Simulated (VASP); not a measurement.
VASP ran on this input.

KPOINTS:
```
Automatic
0
G
 3 3 6
0 0 0
```

**POSCAR**
```
GaIn3P4
1
    0.0026128797     5.7730983153     5.7616383410
    5.7730983153     0.0026128797     5.7616383410
    2.8878555975     2.8878555975     0.0000000000
In P Ga
3 4 1
Direct
  0.9996715637   0.9996715637   0.0006568726
  0.9996850699   0.5007041136   0.9996108165
  0.5007041136   0.9996850699   0.9996108165
  0.1247516433   0.1247516433   0.2504967135
  0.1412490644   0.6197128541   0.2390380815
  0.6197128541   0.1412490644   0.2390380815
  0.6146498535   0.6146498535   0.2707002931
  0.4995758376   0.4995758376   0.0008483248
```

**INCAR**
```
ALGO = Normal
EDIFF = 1E-6
EDIFFG = -0.02
ENCUT = 400
GGA = PS
IBRION = 2
ISIF = 3
ISMEAR = 0
LASPH = T
LCHARG = F
LMAXMIX = 4
LREAL = F
LWAVE = F
NELM = 100
NSW = 60
PREC = Accurate
SIGMA = 0.05
SYSTEM = GaIn3P4
```

POTCAR, in this order: In_d P Ga_d (PBE.64 set). Program: vasp_std.

**Question.** Write an equivalent input for Quantum ESPRESSO's pw.x.

**Answer.** One equivalent input (not run):
```
&CONTROL
  calculation = 'vc-relax'
  pseudo_dir = './pseudo'
  outdir = './out'
  tprnfor = .true.
  tstress = .true.
  nstep = 60
  forc_conv_thr = 0.00078
/
&SYSTEM
  ibrav = 0
  nat = 8
  ntyp = 3
  ecutwfc = 80
  occupations = 'smearing'
  smearing = 'gaussian'
  degauss = 0.003675
  input_dft = 'pbesol'
/
&ELECTRONS
  conv_thr = 7.3e-08
  electron_maxstep = 100
/
&IONS
/
&CELL
/
ATOMIC_SPECIES
  In 114.818 In.upf
  P 30.974 P.upf
  Ga 69.723 Ga.upf
CELL_PARAMETERS angstrom
     0.0026129    5.7730983    5.7616383
     5.7730983    0.0026129    5.7616383
     2.8878556    2.8878556    0.0000000
ATOMIC_POSITIONS crystal
  In   0.9996716  0.9996716  0.0006569
  In   0.9996851  0.5007041  0.9996108
  In   0.5007041  0.9996851  0.9996108
  P    0.1247516  0.1247516  0.2504967
  P    0.1412491  0.6197129  0.2390381
  P    0.6197129  0.1412491  0.2390381
  P    0.6146499  0.6146499  0.2707003
  Ga   0.4995758  0.4995758  0.0008483
K_POINTS automatic
  3 3 6 0 0 0
```
The two are equivalent in intent, not identical: the potentials are each code's own (VASP's PAW set, PseudoDojo norm-conserving files in pw.x), so ENCUT and ecutwfc are chosen apart and not converted; conv_thr bounds pw.x's estimated SCF error, while EDIFF bounds the energy change between steps; forc_conv_thr acts on force components and is met together with etot_conv_thr.

The structure was generated: GaIn3P4 was put into an ordered model structure (Amm2), which need not be its known phase. This run relaxes it. Symmetry was kept, so distortions that lower it aren't found. The start is the result of an earlier pass.
